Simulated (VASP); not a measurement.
An input for Ansatz (written as the equivalent of a VASP run, and not itself run):

Ansatz 0.2 input:
```yaml
crystal:
  lattice:
    - [1.6632542, -5.2956598, 0.0000000]
    - [1.6632542, 5.2956598, 0.0000000]
    - [0.0000000, 0.0000000, 3.2803379]
  atoms:
    - { symbol: Na, position: [0.3396567, 0.6603433, 0.2500000] }
    - { symbol: Na, position: [0.6603433, 0.3396567, 0.7500000] }
    - { symbol: H, position: [0.0356611, 0.9643389, 0.2500000] }
    - { symbol: H, position: [0.9643389, 0.0356611, 0.7500000] }
    - { symbol: O, position: [0.8718764, 0.1281236, 0.7500000] }
    - { symbol: O, position: [0.1281236, 0.8718764, 0.2500000] }
kpoints:
  mp_grid: { grid: [6, 6, 6] }
hamiltonian:
  xc: lda
  pseudopotentials: { kind: paw }
scf:
  occupations: { method: gaussian, width: 0.05 }
  max_iter: 100
relax:
  max_steps: 60
  f_tol: 0.02
  cell: {}
output: { forces: true, stress: true, eigenvalues: true }
```

**Question.** Write the VASP files for the same calculation (LDA).

**Answer.** This is not unique; one that fits is 
**INCAR**
```
SYSTEM = NaHO
PREC = Accurate; ENCUT = 520; LREAL = .False.
LASPH = .True.
EDIFF = 1E-6; NELM = 100; ALGO = Normal
ISMEAR = 0; SIGMA = 0.05
IBRION = 2; NSW = 60; ISIF = 3
EDIFFG = -0.02
LWAVE = .False.; LCHARG = .False.
```

KPOINTS:
```
Automatic mesh
0
Gamma
6 6 6
0 0 0
```

POSCAR:
```
NaHO
1
    1.6632542140    -5.2956598172     0.0000000000
    1.6632542140     5.2956598172    -0.0000000000
    0.0000000000    -0.0000000000     3.2803378815
Na H O
2 2 2
Direct
  0.3396566617   0.6603433383   0.2500000000
  0.6603433383   0.3396566617   0.7500000000
  0.0356611352   0.9643388648   0.2500000000
  0.9643388648   0.0356611352   0.7500000000
  0.8718763530   0.1281236470   0.7500000000
  0.1281236470   0.8718763530   0.2500000000
```

POTCAR, in this order: Na_pv H O (LDA.64 set). Program: vasp_std.

The two are equivalent in intent, not identical: each code has its own PAW files, so the cut-off isn't converted (ENCUT is set for VASP's; basis.ecutwfc is left out, and Ansatz then takes the one that its files recommend); Ansatz stops its SCF on the density residual and VASP on the energy change (EDIFF); Ansatz's lda is the Perdew-Wang form, while the LDA potentials of VASP carry Perdew-Zunger's.

The structure comes from a computed database's NaHO entry (Cmcm); how it stands against other phases isn't given here. This run relaxes it. Symmetry was kept, so distortions that lower it aren't found. The start is the result of an earlier pass.
